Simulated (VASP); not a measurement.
## Zn₂C in VASP 6.6.1, relaxation

INCAR

```
NBANDS = 21
NSW = 3
LASPH = .TRUE.
PREC = Accurate
SIGMA = 0.02
LWAVE = .FALSE.
GGA = PE
IBRION = 2
NELM = 53
ISIF = 3
EDIFFG = -5E-3
ENCUT = 600
LREAL = .FALSE.
ISMEAR = -1
EDIFF = 1E-7
LCHARG = .FALSE.
```

KPOINTS

```
KPOINTS created by Atomic Simulation Environment
0
Gamma
8 8 8
0 0 0
```

POSCAR

```
C  Zn
 1.0000000000000000
     0.0000000000000000    2.2804873752999999    2.2804873752999999
     2.2804873752999999    0.0000000000000000    2.2804873752999999
     2.2804873752999999    2.2804873752999999    0.0000000000000000
 C   Zn
   1   2
Cartesian
  0.0000000000000000  0.0000000000000000  0.0000000000000000
  1.1402436876499999  1.1402436876499999  1.1402436876499999
  3.4207310629499998  3.4207310629499998  3.4207310629499998
```

The recommended PBE PAW datasets give the neutral cell 28 valence electrons.

Command

```
mpirun -np 1 vasp_std
```

OSZICAR

```
N       E                     dE             d eps       ncg     rms          rms(c)
DAV:   1     0.162369997456E+03    0.16237E+03   -0.15556E+04  1298   0.253E+03
DAV:   2     0.220176699628E+01   -0.16017E+03   -0.15168E+03  1248   0.381E+02
DAV:   3    -0.872646740865E+01   -0.10928E+02   -0.10794E+02  1338   0.976E+01
DAV:   4    -0.885723061064E+01   -0.13076E+00   -0.13068E+00  1343   0.102E+01
DAV:   5    -0.885778820416E+01   -0.55759E-03   -0.55758E-03  1368   0.655E-01    0.221E+01
DAV:   6    -0.597787020655E+01    0.28799E+01   -0.50179E+00  1768   0.605E+01    0.149E+01
DAV:   7    -0.593454521801E+01    0.43325E-01   -0.13925E+00  1283   0.126E+01    0.756E+00
DAV:   8    -0.590232784095E+01    0.32217E-01   -0.20389E-02  1525   0.203E+00    0.195E+00
DAV:   9    -0.589997085726E+01    0.23570E-02   -0.22145E-03  1633   0.535E-01    0.110E-01
DAV:  10    -0.590001034391E+01   -0.39487E-04   -0.33584E-04  1731   0.203E-01    0.338E-02
...
DAV:   5    -0.934399730466E+01    0.86815E+00   -0.52668E+00  1561   0.345E+01    0.919E+00
DAV:   6    -0.932513710853E+01    0.18860E-01   -0.15612E+00  1550   0.229E+01    0.191E+00
DAV:   7    -0.926023906417E+01    0.64898E-01   -0.42039E-01  1483   0.957E+00    0.455E-01
DAV:   8    -0.925678072688E+01    0.34583E-02   -0.29183E-02  1549   0.358E+00    0.323E-01
DAV:   9    -0.925615432211E+01    0.62640E-03   -0.55606E-03  1271   0.695E-01    0.563E-02
DAV:  10    -0.925614952339E+01    0.47987E-05   -0.30794E-04  1498   0.221E-01    0.157E-02
DAV:  11    -0.925614814986E+01    0.13735E-05   -0.15287E-05  1516   0.561E-02    0.101E-02
DAV:  12    -0.925614728126E+01    0.86861E-06   -0.59649E-06  1570   0.162E-02    0.102E-03
DAV:  13    -0.925614734489E+01   -0.63638E-07   -0.63141E-07  1344   0.106E-02
   3 F= -.92561473E+01 E0= -.92560727E+01  d E =-.335614E+01
```

Standard output (part)

```
POSCAR found type information on POSCAR C Zn
 POSCAR found :  2 types and       3 ions
 LDA part: xc-table for (Slater+PW92), standard interpolation
 POSCAR, INCAR and KPOINTS ok, starting setup
 WAVECAR not read
 entering main loop
 curvature:   0.00 expect dE= 0.000E+00 dE for cont linesearch  0.000E+00
 search vector abs. value=  0.189E+02
 bond charge predicted
 trial-energy change:   -1.512620  1 .order   -6.106448  -18.881189    6.668294
 bond charge predicted
 curvature:   0.02 expect dE= 0.255E-03 dE for cont linesearch  0.255E-03
 ZBRENT: interpolating
 opt :   0.4590  next Energy=    -9.258776 (dE=-0.336E+01)
```

| ionic step | ΔE (meV/atom) | volume (Å³) | largest force (eV/Å) | pressure (GPa) | electronic steps |
| --- | --- | --- | --- | --- | --- |
| 1 | 0.0 | 23.72 | 0.000 | 133.63 | 13 |
| 2 | -504.2 | 54.32 | 0.000 | -20.61 | 13 |
| 3 | -1118.7 | 36.04 | 0.000 | -2.17 | 13 |

It didn't converge.

The fault: too few ionic steps.

The run took about 63 s on one core of a shared host (Intel Xeon Platinum 8488C) and held 0.17 GiB at most.
